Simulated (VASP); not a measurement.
Consider the following.

```
CELL_PARAMETERS angstrom
      0.00000     2.82900     2.82900
      2.82900     0.00000     2.82900
      2.82900     2.82900     0.00000
ATOMIC_POSITIONS crystal
  Ge 0.00000 0.00000 0.00000
  Ge 0.25000 0.25000 0.25000
```

Method: LDA (Ceperley-Alder, Perdew-Zunger), VASP's LDA PAW potentials (set 64) (plane waves; VASP). Run with 400 eV cut-off, 7×7×7 Γ-centred mesh, Gaussian smearing of 0.050 eV, potentials Ge_d.

Energy and stress use the plane-wave basis of the starting cell.

**Question.** The ions, cell shape and volume are relaxed. Give the cell that the relaxation ends in.

**Answer.** 
```
CELL_PARAMETERS angstrom
      0.00000     2.80611     2.80611
      2.80611     0.00000     2.80611
      2.80611     2.80611     0.00000
ATOMIC_POSITIONS crystal
  Ge 0.00000 0.00000 0.00000
  Ge 0.25000 0.25000 0.25000
```
Space group Fd-3m (227), at a tolerance of 0.03 Å.

**Question.** How do energy and volume change from the first to the last step?

**Answer.** The energy (σ→0) changes by -2.5 meV/atom and the volume by -2.4 %, in 3 ionic steps.

The compound is Ge in the diamond structure. This run relaxes it. Symmetry was kept, so distortions that lower it aren't found.
